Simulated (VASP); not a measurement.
Data:

```
CELL_PARAMETERS angstrom
      5.20851     0.00000     0.00000
      0.00000     5.20851     0.00000
      0.00000     0.00000     5.20851
ATOMIC_POSITIONS crystal
  Cs 0.00000 0.00000 0.00000
  Pb 0.50000 0.50000 0.50000
  Cl 0.50000 0.00000 0.50000
  Cl 0.00000 0.50000 0.50000
  Cl 0.50000 0.50000 0.00000
```

Computed with PBEsol GGA, VASP's PBE PAW potentials (set 64) (plane waves; VASP). Settings: 500 eV cut-off, 4×4×4 Γ-centred mesh, Gaussian smearing of 0.050 eV, potentials Cs_sv Pb_d Cl.

Unless said otherwise, spin-orbit coupling is left out, though it shifts the bands of the heavy elements here.

Task: Predict the energy per atom (σ→0), pressure, band gap (on the k-mesh) with the smallest direct gap where there is one.

Result: 
The band gap (on the k-mesh) is 0.49 eV, the smallest direct gap (on the k-mesh) comes out as 0.49 eV and the energy per atom (σ→0) is -3.487 eV/atom. The pressure comes out as 9.96 GPa.

The absolute energy has meaning only against runs of the same code, potentials and settings.

The compound is CsPbCl3 in the cubic perovskite structure, the ideal cubic form; the compound distorts at low or room temperature. It was relaxed first under an external pressure of 10 GPa.
